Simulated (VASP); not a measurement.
## LiF: band gap against strain

LiF (rock salt, Fm-3m, 8.338 Å³/atom and stress up to 0.15 GPa in the relaxed cell, cube axes along x, y and z) under an equal strain ε along all three axes. PBE in VASP (plane waves, PAW), 600 eV, 14×14×14 Γ-centred mesh, Gaussian smearing 0.05 eV; ions are relaxed, or left where forces stay under 0.02 eV/Å, within the symmetry of each cell. Gaps are the smallest on the run's k-mesh, which can miss an edge that lies off it, without spin-orbit coupling; in all rows the valence edge lies at Γ and the conduction edge at Γ.

Here s stands for strain and Eg for gap.

| strain (%) | gap (eV) |
|---|---|
| -3.00 | ? |
| -1.50 | 9.313 |
| -1.00 | 9.175 |
| -0.50 | 9.040 |
| 0.00 | 8.909 |
| 0.50 | 8.780 |
| 1.00 | 8.655 |
| 1.50 | 8.531 |

Fit Eg of the 7 rows that show it with a straight line. Means: s 0, Eg 8.9147. About the means, the sum of products is -1.8230 and the sum of squares of s is 7.0000; the slope is their ratio. Least squares gives Eg = 8.9147 - 0.26043·s. Residuals (row less fit): 0.0077, -0.0001, -0.0049, -0.0057, -0.0045, 0.0007, 0.0069; standard error 0.0061 (degrees of freedom: 5). Over these rows the gap moves by -26.0 ± 0.2 eV per unit strain, or -8.7 eV per unit of ln V.

### Question
Estimate the missing Eg (s = -3.00); what did the run itself give?

### Answer
Eg = 8.9147 - 0.26043 × (-3.0) = 9.6960 eV. The calculation gives 9.748 eV, 0.0520 eV above the prediction (4.3 % of the range of Eg in the table). The row lies outside the fitted rows, so this is an extrapolation. From the scatter of the fitted rows alone, a prediction at this place has a standard error of 0.0095 eV, so the miss is 5.5 times that.

A polynomial of degree 2 through the 12 other runs of the series gives 9.746 there, so most of the miss is curvature that the fit leaves out. Other structures, which can take over under pressure, weren't tried. Rows are the converged runs of the series near zero and its far end, less any whose ions stayed unrelaxed beside relaxed ones; series whose fitted rows scatter by over a few per cent of the range, as at a crossing or softening among them, aren't shown in this form. Most that stay on the fit to the last digits aren't either.
